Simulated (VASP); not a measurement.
Consider the following.

```
Ga4AsSb3
1.0
    5.98750     0.00000     0.00000
    0.00000     5.98750     0.00000
    0.00000     0.00000     5.98750
Ga Sb As
4 3 1
Direct
  0.00000   0.00000   0.00000
  0.50000   0.50000   0.00000
  0.50000   0.00000   0.50000
  0.00000   0.50000   0.50000
  0.25000   0.25000   0.25000
  0.75000   0.75000   0.25000
  0.75000   0.25000   0.75000
  0.25000   0.75000   0.75000
```

The numbers are results of PBEsol GGA, VASP's PBE PAW potentials (set 64) (plane waves; VASP 6.6.1), not measurements. Numerical set-up: 400 eV cut-off, 4×4×4 Γ-centred mesh, Gaussian smearing of 0.050 eV, potentials Ga_d Sb As.

Q: The ions, cell shape and volume are relaxed. Predict the relaxed structure.

A: 
```
Ga4AsSb3
1.0
    6.00220     0.00000     0.00000
    0.00000     6.00220     0.00000
    0.00000     0.00000     6.00220
Ga Sb As
4 3 1
Direct
  0.00902   0.99098   0.99098
  0.49098   0.50902   0.99098
  0.49098   0.99098   0.50902
  0.00902   0.50902   0.50902
  0.25000   0.25000   0.25000
  0.75000   0.75000   0.25000
  0.75000   0.25000   0.75000
  0.25000   0.75000   0.75000
```
Space group P-43m (215), at a tolerance of 0.03 Å.

Q: How do energy and volume change from the first to the last step?

A: The energy (σ→0) changes by -22.6 meV/atom and the volume by +0.7 %, in 7 ionic steps.

The structure was generated: Ga4AsSb3 was put into an ordered model structure (P-43m), which need not be its known phase. This run relaxes it. Symmetry was kept, so distortions that lower it aren't found.
